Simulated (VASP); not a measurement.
An input for Quantum ESPRESSO's pw.x (written as the equivalent of a VASP run, and not itself run):

```
&CONTROL
  calculation = 'vc-relax'
  pseudo_dir = './pseudo'
  outdir = './out'
  tprnfor = .true.
  tstress = .true.
  nstep = 40
  forc_conv_thr = 0.00078
/
&SYSTEM
  ibrav = 0
  nat = 2
  ntyp = 2
  ecutwfc = 66
  occupations = 'smearing'
  smearing = 'methfessel-paxton'
  degauss = 0.00735
  input_dft = 'pbesol'
/
&ELECTRONS
  conv_thr = 7.3e-08
  electron_maxstep = 100
/
&IONS
/
&CELL
/
ATOMIC_SPECIES
  Hg 200.592 Hg.upf
  S 32.060 S.upf
CELL_PARAMETERS angstrom
     0.0000000    2.7300695    2.7300695
     2.7300695    0.0000000    2.7300695
     2.7300695    2.7300695    0.0000000
ATOMIC_POSITIONS crystal
  Hg   0.0000000  0.0000000  1.0000000
  S    0.5000000  0.5000000  0.5000000
K_POINTS automatic
  12 12 12 0 0 0
```

Write the VASP files for the same calculation (PBEsol).

This is not unique; one that fits is 
**INCAR**
```
# general
SYSTEM   =  HgS
PREC     =  Accurate
ENCUT    =  500
LREAL    =  .False.
LASPH    =  .True.

# electronic loop
EDIFF    =  1E-6
NELM     =  100
ALGO     =  Normal
LMAXMIX  =  6

# smearing
ISMEAR   =  1
SIGMA    =  0.1

# functional
GGA      =  PS

# ions
IBRION   =  2
NSW      =  40
ISIF     =  3
EDIFFG   =  -0.02

# output
LWAVE    =  .False.
LCHARG   =  .False.
```

**POSCAR**
```
HgS
1
    0.0000000000     2.7300694756     2.7300694756
    2.7300694756     0.0000000000     2.7300694756
    2.7300694756     2.7300694756     0.0000000000
Hg S
1 1
Direct
  0.0000000000   0.0000000000   1.0000000000
  0.5000000000   0.5000000000   0.5000000000
```

File KPOINTS:
```
K-points
0
Gamma
12 12 12
0 0 0
```

POTCAR, in this order: Hg S (PBE.64 set). Program: vasp_std.

Limits of the translation: the potentials are each code's own (VASP's PAW set, PseudoDojo norm-conserving files in pw.x), so ENCUT and ecutwfc are chosen apart and not converted; conv_thr bounds pw.x's estimated SCF error, while EDIFF bounds the energy change between steps; forc_conv_thr acts on force components and is met together with etot_conv_thr.

The structure was generated: HgS was put into the rock salt type (Fm-3m), which need not be its known phase. It was relaxed first, which changed the volume by +21 %.
